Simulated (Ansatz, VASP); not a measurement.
# HfB2 in two plane-wave programs

Wanted: the spread between two codes on one cell, functional and k mesh. The cell is taken from a series of runs on this material, whose earlier steps may have relaxed, scaled, displaced or heated it; both programs get it as it stands.

Method: plane waves, with VASP 6.6.1 beside it; zone-centre phonons at PBEsol, in Ansatz 0.2.0.

## (1) Set-up

It takes space group P6/mmm (No. 191, hexagonal). Conventional cell: a = 3.118 Å, b = 3.118 Å, c = 3.434 Å, α = 90.00°, β = 90.00°, γ = 120.00°. Nearest to B lie 3 B at 1.80 Å and 6 Hf at 2.49 Å. Nearest to Hf lie 12 B at 2.49 Å. Farther neighbours are not listed.

## (2) Ansatz: zone-centre phonons, PBEsol

Ansatz runs on its PAW soft_1 files.

Second derivatives magnify differences that forces hide, and they need a tight electronic threshold.

input.yaml reads:

```yaml
crystal:
  lattice:
    - [3.1175849808, 0.0, 0.0]
    - [-1.5587924904, 2.6999077918, 0.0]
    - [0.0, 0.0, 3.4337143607]
  atoms:
    - { symbol: B, position: [0.3333333333, 0.6666666667, 0.5] }
    - { symbol: B, position: [0.6666666667, 0.3333333333, 0.5] }
    - { symbol: Hf, position: [0.0, 0.0, 0.0] }
kpoints:
  mp_grid: { grid: [15, 15, 12] }
hamiltonian:
  xc: pbesol
  pseudopotentials: { kind: paw, azcp: { folder: soft_1 }, xc_functional: pbe }
scf:
  occupations: { method: methfessel_paxton, width: 0.2 }
output:
  eigenvalues: true
phonons:
  method: dfpt
```

Launch:

```bash
> ansatz run input.yaml --threads 4 --pin off --max-ram 10240MiB --backend cpu --events-out ev --progress --plain --runs-dir out
```

Numbers of over 12 decimals in the logs are rounded to 6 here.

Output:

```text
zone centre: on kpoints.mp_grid the ground state, and the responses unless they are solved on pairs of k-points, stand on 448 of the mesh's 2700 k-points, reduced under 4 symmetry operations, with k and −k counted as one. Each operation leaves every solved displacement unchanged or reverses it
Engine: ansatz 0.2.0, aarch64-unknown-linux-gnu
Pseudopotentials: kind: paw
Pseudopotential: B, paw, valence charge 3, recommended cutoff 420 eV (normal), soft_1/B.paw.azcp
Pseudopotential: Hf, paw, valence charge 26, recommended cutoff 420 eV (normal), soft_1/Hf.paw.azcp
Functional definition: PBEsol
  exchange = pbesol_x
  correlation = pbesol_c
Crystal: 3 atoms, lattice volume = 28.902 Å³
Basis set: ecut = 420 eV, 563 PW (Γ), exchange–correlation on 48×48×48 points (8 copies of the dense FFT grid, shifted against one another)
Bands: 20, of which v1, the nominal top of the filled ones, is band 16 counted from 1 (15 counted from 0)
Symmetry: 24 space group operations
k-points: 448 of 2700 (irreducible under 4 space group operations, time reversal used)
Non-local potential: B, projectors of the file, l = 0: 2, l = 1: 2, l = 2: 1
Non-local potential: Hf, projectors of the file, l = 0: 3, l = 1: 2, l = 2: 2, l = 3: 3
PAW form: soft (Blöchl's): semilocal exchange-correlation on the pseudo side does not see the compensation charge
PAW frozen core: B, regenerated for the run's functional, and the local potential with it (the file was generated under x = pbe(κ = 0.804, μ = 0.219515), c = pbe(β = 0.066725))
PAW frozen core: Hf, regenerated for the run's functional, and the local potential with it (the file was generated under x = pbe(κ = 0.804, μ = 0.219515), c = pbe(β = 0.066725))
PAW one-centre angular grid: B, 110 points (default); XC on 64 Gauss nodes
PAW one-centre angular grid: Hf, 590 points (default); XC on 64 Gauss nodes
Initial density: superposition of atomic densities (chi_scale 0.1, normalization cell, long waves kept (reshape's long-wave potential 0.00 eV rms))
Initial wavefunctions: pseudopotential atomic-orbital guess
Functional: x = pbesol(κ = 0.804, μ = 0.123457), c = pbesol(β = 0.046)
SCF iter   1: F=—  HF=-15907.983558 eV  |F-HF|=—  |Δ(HF+E_count)|=         —  Δρ=6.57e-2  dr2=1.93e0  ethr=3.10e-3  ⟨swp⟩=4.2  Hψ=35034  notcnv=0
preconditioner: auto → none  [metal: Δε(μ)=0.031 eV  Ē_g=16.689 eV  σ=0.200 eV  W_gap=0.13  n_scr=8 (ndim 8)  ℏωp=37.8 eV  f_vac=0.000  D(μ)=0.24/eV (n_scr^D=0)  sad-step TF]
SCF iter   2: F=—  HF=-15907.572031 eV  |F-HF|=—  |Δ(HF+E_count)|=   4.12e-1  S|Δr|=    0.00e0  Δρ=3.49e-2  dr2=5.62e-1  ethr=3.10e-3  ⟨swp⟩=3.0  Hψ=19132  notcnv=0
SCF iter   3: F=—  HF=-15907.441198 eV  |F-HF|=—  |Δ(HF+E_count)|=   1.31e-1  S|Δr|=    0.00e0  Δρ=1.15e-2  dr2=2.64e-2  ethr=1.76e-3  ⟨swp⟩=2.1  Hψ=18732  notcnv=0
SCF iter   4: F=—  HF=-15907.377745 eV  |F-HF|=—  |Δ(HF+E_count)|=   6.35e-2  S|Δr|=    0.00e0  Δρ=2.91e-3  dr2=1.18e-3  ethr=8.24e-5  ⟨swp⟩=2.2  Hψ=17503  notcnv=0
SCF iter   5: F=—  HF=-15907.380973 eV  |F-HF|=—  |Δ(HF+E_count)|=   3.23e-3  S|Δr|=    0.00e0  Δρ=7.56e-4  dr2=2.16e-4  ethr=3.69e-6  ⟨swp⟩=2.0  Hψ=16571  notcnv=0
SCF iter   6: F=—  HF=-15907.380808 eV  |F-HF|=—  |Δ(HF+E_count)|=   1.64e-4  S|Δr|=    0.00e0  Δρ=1.23e-4  dr2=8.17e-6  ethr=6.74e-7  ⟨swp⟩=2.0  Hψ=16134  notcnv=0
SCF iter   7: F=—  HF=-15907.380808 eV  |F-HF|=—  |Δ(HF+E_count)|=   3.71e-7  S|Δr|=    0.00e0  Δρ=2.95e-5  dr2=2.76e-7  ethr=2.55e-8  ⟨swp⟩=2.5  Hψ=14729  notcnv=0
SCF iter   8: F=—  HF=-15907.380808 eV  |F-HF|=—  |Δ(HF+E_count)|=   1.49e-7  S|Δr|=    0.00e0  Δρ=2.60e-6  dr2=8.76e-10  ethr=8.62e-10  ⟨swp⟩=2.6  Hψ=15463  notcnv=0
SCF iter   9: F=—  HF=-15907.380808 eV  |F-HF|=—  |Δ(HF+E_count)|=  2.33e-10  S|Δr|=    0.00e0  Δρ=2.00e-7  dr2=1.48e-11  ethr=2.74e-12  ⟨swp⟩=2.1  Hψ=16209  notcnv=0
SCF iter  10: F=-15907.380808 eV  HF=-15907.380808 eV  |F-HF|=3.64e-12  |Δ(HF+E_count)|=  5.46e-12  S|Δr|=    0.00e0  Δρ=1.94e-8  dr2=8.75e-14  ethr=1.00e-12  ⟨swp⟩=5.3  Hψ=40052  notcnv=0
SCF 1 converged in 10 iterations: F = -15907.380808 eV  dr2 = 8.75e-14
  greatest PAW one-centre occupation: 0.998 electrons in one spin orbital (limit 2), on the Hf atom at site 2 (counted from 0), in its partial waves of l = 0
DFPT response loops at Γ: preconditioner auto → Kerker (q_TF=auto, 2.775 Å⁻¹) (partly filled bands, converged f_vac=0.000); β = 1.00, the filter's whole step (`scf.mixing.beta` (0.50) is not read by the response loops under this deck's `scf.mixing.preconditioner`; to damp them name `kerker` or `kerker_dos`, under which they read `scf.mixing.beta`, and type it under 1.00, their step now; both keys bind the ground state too); Broyden in place of MSR1
SCF converged after 10 iterations
Stability not checked: this state was not tested for a lower state beside it, because cold or Methfessel-Paxton smearing, or corrected tetrahedra, fill the levels in a way that the test cannot read (fill_not_monotonic; see scf.lower_state_search)
Free energy (F): -15907.380808 eV
Harris-Foulkes:  -15907.380808 eV  (|F-HF|=3.64e-12)
Internal energy: -15907.381205 eV  (E = F + TS)
E sigma→0 (E₀):  -15907.380907 eV
Entropy (-TS):   0.000397 eV (0.132 meV/atom)
Fermi energy:    19.620606 eV
--- Per-component energies (eV) ---
  E_band       = 102.057556
  E_kinetic    = 513.843846
  E_local      = -6447.552155  (includes V_loc(G=0)·N_el)
  E_nonlocal   = 82.115839
  E_hartree    = 3179.901609
  E_xc         = -333.224595
  E_vxc        = -336.255954  (∫ρ·V_xc dr)
  E_paw        = -7727.722571  (= ΣΔE_a)
  E_vpaw       = -69.897332  (= ΣTr[D̂ρ^β])
  E_aug_tail   = 0.000122  (compensation charges beyond the density's cutoff)
  E_ewald      = -5176.023779
  E_core_change = 1.280478  (= ΣΔE_core)
  E_smearing   = 0.000397  (= −TS)
  E_closure    = 0.000000  (closes the sum)
  Σ components = -15907.380808   (vs F -15907.380808, Δ=0.00e0)
--- Band table (eV; the first three rows and the last of 448) ---
  k-point 0: bands = [... 12 lower, 16.5072, 16.5926, 16.5926, 16.9626, 23.6959, 23.6959, 24.4352, 24.4352]
  k-point 1: bands = [... 12 lower, 15.6460, 16.6674, 16.6674, 17.7847, 22.8253, 22.8253, 24.1816, 24.1816]
  k-point 2: bands = [... 12 lower, 14.5566, 16.8884, 16.8884, 18.7835, 21.7870, 21.7870, 23.5176, 23.5176]
  k-point 447: bands = [... 12 lower, 12.2714, 14.4431, 15.0890, 16.6267, 23.7765, 24.8871, 25.1389, 26.3501]
--- Phonons (Γ-DFPT): 4 representative perturbations + reference, on 448 of 2700 k-points (Σ response iterations 12) ---
  k mesh reduced under 4 symmetry operations, with k and −k counted as one. Each operation leaves every solved displacement unchanged or reverses it
  ASR residual: 6.691e-6 → 0.000e0 eV/Å²; symmetrization residual: 9.473e-7 eV/Å²
  ASR residual per site (eV/Å²): 6.69e-6 6.69e-6 3.02e-6
  Γ frequencies (cm⁻¹): 0.00 0.00 0.00 456.79 456.79 485.96 566.05 831.60 831.60
  non-analytic LO–TO correction: not included (Born effective charges unavailable; polar crystals: no LO–TO splitting at Γ)
```

The column dr2 measures how far the density is from self-consistency, as an energy; F and HF (Harris–Foulkes) agree once it is small.

(Part 1 of 2 ends here.)

[Lines on the potential files, build, host, timing and source positions are cut from VASP's logs without a mark.]

[Logs are printed without paths, hosts, clocks, repeated set-up lines and the standing remarks that a program may print on its own settings, such as how far it seeks lower states.]

[Hosts, paths, dates, database ids (printed as entryN), source tags and the programs' standing remarks are cut or masked in the printed files.]
